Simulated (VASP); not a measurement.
All values below come from AM05 GGA, VASP's PBE PAW potentials (set 64) (plane waves; VASP).

The input files of a VASP run:

**INCAR**
```
SYSTEM = Cd
PREC = Accurate
ENCUT = 520
EDIFF = 1E-7
NELM = 100
ALGO = Normal
LREAL = .FALSE.
LASPH = .TRUE.
ISMEAR = -5
GGA = AM
LMAXMIX = 4
LWAVE = .FALSE.
LCHARG = .TRUE.
LORBIT = 11
NEDOS = 601
ISIF = 2
```

**KPOINTS**
```
Automatic mesh
0
Gamma
16 16 8
0 0 0
```

### POSCAR
```
Cd
1
    1.4869153069    -2.5754131530    -0.0000000000
    1.4869153069     2.5754131530    -0.0000000000
    0.0000000000     0.0000000000     5.5042876344
Cd
2
Direct
  0.3333330000   0.6666670000   0.2500000000
  0.6666670000   0.3333330000   0.7500000000
```

POTCAR, in this order: Cd (PBE.64 set). Program: vasp_std.

What VASP printed:

**OSZICAR**
```
       N       E                     dE             d eps       ncg     rms          rms(c)
DAV:   1     0.166641058750E+03    0.16664E+03   -0.13512E+04  4808   0.152E+03
DAV:   2     0.132257487340E+01   -0.16532E+03   -0.16225E+03  4864   0.374E+02
DAV:   3    -0.200500736698E+01   -0.33276E+01   -0.33228E+01  5952   0.636E+01
DAV:   4    -0.200869062695E+01   -0.36833E-02   -0.36820E-02  5624   0.187E+00
DAV:   5    -0.200870074605E+01   -0.10119E-04   -0.10120E-04  5992   0.914E-02    0.470E+00
DAV:   6    -0.186769668808E+01    0.14100E+00   -0.40950E-01  5096   0.855E+00    0.371E+00
DAV:   7    -0.185964042375E+01    0.80563E-02   -0.36901E-02  5488   0.203E+00    0.190E+00
DAV:   8    -0.185917175305E+01    0.46867E-03   -0.37322E-03  5168   0.896E-01    0.101E-01
DAV:   9    -0.185919358120E+01   -0.21828E-04   -0.25296E-05  6232   0.626E-02    0.425E-02
DAV:  10    -0.185922639634E+01   -0.32815E-04   -0.29024E-05  5288   0.657E-02    0.417E-03
DAV:  11    -0.185922664327E+01   -0.24693E-06   -0.75165E-08  4960   0.324E-03    0.191E-03
DAV:  12    -0.185922705258E+01   -0.40931E-06   -0.16380E-08  3064   0.124E-03    0.719E-04
DAV:  13    -0.185922708161E+01   -0.29032E-07   -0.72794E-10  2888   0.328E-04
   1 F= -.18592271E+01 E0= -.18592271E+01  d E =0.000000E+00
```

### OUTCAR
```
------------------------ aborting loop because EDIFF is reached ----------------------------------------
  FORCE on cell =-STRESS in cart. coord.  units (eV):
  Direction    XX          YY          ZZ          XY          YZ          ZX
  --------------------------------------------------------------------------------------
  Total        0.0794348      0.0794349     -0.0518551      0.0000000     -0.0000000      0.0000000
  in kB        3.0189599      3.0189606     -1.9707796      0.0000000     -0.0000000      0.0000000
  external PRESSURE =       1.3557137 kB  Pullay stress =       0.0000000 kB
  volume of cell :       42.16
      direct lattice vectors                 reciprocal lattice vectors
     1.486915307 -2.575413153  0.000000000     0.336266630 -0.194143607  0.000000000
     1.486915307  2.575413153  0.000000000     0.336266630  0.194143607  0.000000000
     0.000000000  0.000000000  5.504287634     0.000000000  0.000000000  0.181676552
 POSITION                                       TOTAL-FORCE (eV/Angst)
 -----------------------------------------------------------------------------------
      1.48692      0.85847      1.37607         0.000000      0.000000      0.000000
      1.48692     -0.85847      4.12822        -0.000000     -0.000000      0.000000
 -----------------------------------------------------------------------------------
    total drift:                               -0.000000      0.000191      0.000002
  FREE ENERGIE OF THE ION-ELECTRON SYSTEM (eV)
  ---------------------------------------------------
  free  energy   TOTEN  =        -1.8592270816 eV

  energy  without entropy=       -1.8592270816  energy(sigma->0) =       -1.85922708

 total charge

# of ion       s       p       d       tot
------------------------------------------
    1        0.521   0.321   9.483  10.325
    2        0.521   0.321   9.483  10.325
--------------------------------------------------
tot          1.042   0.642  18.966  20.649
```
(Selected blocks of OUTCAR.)

OUTCAR:
```
 val. band max:        3.1636782238   @ k =   0.3750   0.0625   0.0000

 cond. band min:       3.0828843436   @ k =   0.5000  -0.0000   0.5000


 Fermi energy:         2.9907971938

 k-point     1 :       0.0000    0.0000    0.0000
  band No.  band energies     occupation
      1      -6.9222      2.00000
      2      -6.6113      2.00000
      3      -6.2495      2.00000
      4      -6.2495      2.00000
      5      -6.1895      2.00000
      6      -6.1895      2.00000
      7      -6.0557      2.00000
      8      -5.7374      2.00000
      9      -5.7374      2.00000
     10      -5.4453      2.00000
     11      -5.4453      2.00000
     12      -0.1188      2.00000
     13       0.2056      2.00000
     14      14.2045      0.00000
     15      17.3350      0.00000
     16      17.8352      0.00000

 k-point     2 :       0.0625   -0.0000    0.0000
  band No.  band energies     occupation
      1      -6.8807      2.00000
      2      -6.5690      2.00000
      3      -6.2655      2.00000
      4      -6.2126      2.00000
      5      -6.2052      2.00000
      6      -6.1541      2.00000
      7      -5.9743      2.00000
      8      -5.7673      2.00000
      9      -5.7512      2.00000
     10      -5.5018      2.00000
     11      -5.4437      2.00000
     12       0.0409      2.00000
     13       0.2605      2.00000
     14      14.3353      0.00000
     15      15.9855      0.00000
     16      16.9875      0.00000

 k-point     3 :       0.1250   -0.0000    0.0000
  band No.  band energies     occupation
      1      -6.7801      2.00000
      2      -6.4928      2.00000
      3      -6.3072      2.00000
      4      -6.2251      2.00000
      5      -6.1061      2.00000
      6      -6.0521      2.00000
      7      -5.8633      2.00000
      8      -5.7887      2.00000
      9      -5.6918      2.00000
     10      -5.6368      2.00000
     11      -5.4411      2.00000
     12       0.4335      2.00000
     13       0.4946      2.00000
...
```

For a metal the tetrahedron method with Blöchl corrections gives inexact stress and forces.

The compound is Cd in the hcp structure. It was relaxed first.
